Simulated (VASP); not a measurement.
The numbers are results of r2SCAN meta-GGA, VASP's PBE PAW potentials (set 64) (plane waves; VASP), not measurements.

VASP ran on this input.

**POSCAR**
```
SnTe
1
    0.0000000000     3.1840732730     3.1840732730
    3.1840732730     0.0000000000     3.1840732730
    3.1840732730     3.1840732730     0.0000000000
Sn Te
1 1
Direct
  0.0000000000   0.0000000000   0.0000000000
  0.5235547343   0.4764452657   0.4764452657
```

INCAR:
```
# general
SYSTEM =SnTe
PREC   =Accurate
ENCUT  =480   # plane-wave cut-off (eV)
LREAL  =F
LASPH  =T   # aspherical one-centre terms

# electronic loop
EDIFF  =1E-7
NELM   =100   # most electronic steps
ALGO   =Normal   # blocked Davidson
LMAXMIX=4
LMIXTAU=T

# smearing
ISMEAR =0   # Gaussian
SIGMA  =0.05   # width (eV)

# functional
METAGGA=R2SCAN

# ions
ISIF   =2

# output
LWAVE  =F
LCHARG =F
```

KPOINTS:
```
Automatic mesh
0
Gamma
8 8 8
0 0 0
```

POTCAR, in this order: Sn_d Te (PBE.64 set). Program: vasp_std.

Unless said otherwise, spin-orbit coupling is left out, though it shifts the bands of the heavy elements here.

Problem. Predict the energy per atom (σ→0), band gap (on the k-mesh).

Solution. 
```json
{
  "energy per atom (σ→0)": "-25.345 eV/atom",
  "band gap (on the k-mesh)": "0.42 eV"
}
```

OSZICAR:
```
...
DAV:  15    -0.506898740161E+02   -0.55577E-04   -0.11366E-04  1952   0.862E-02    0.125E-02
DAV:  16    -0.506898801710E+02   -0.61549E-05   -0.31558E-06  1926   0.182E-02    0.861E-03
DAV:  17    -0.506898865110E+02   -0.63401E-05   -0.48557E-06  1700   0.281E-02    0.588E-03
DAV:  18    -0.506898991552E+02   -0.12644E-04   -0.18790E-05  1664   0.531E-02    0.320E-03
DAV:  19    -0.506898989179E+02    0.23727E-06   -0.12532E-06  1844   0.119E-02    0.407E-03
DAV:  20    -0.506898991705E+02   -0.25260E-06   -0.64335E-08  1144   0.298E-03    0.370E-03
DAV:  21    -0.506898991352E+02    0.35310E-07   -0.14559E-07  1114   0.514E-03
   1 F= -.50689899E+02 E0= -.50689899E+02  d E =-.181145E-10
```

The compound is SnTe in the rock salt structure, which distorts at low temperature. This cell was strained or had an atom moved on purpose.
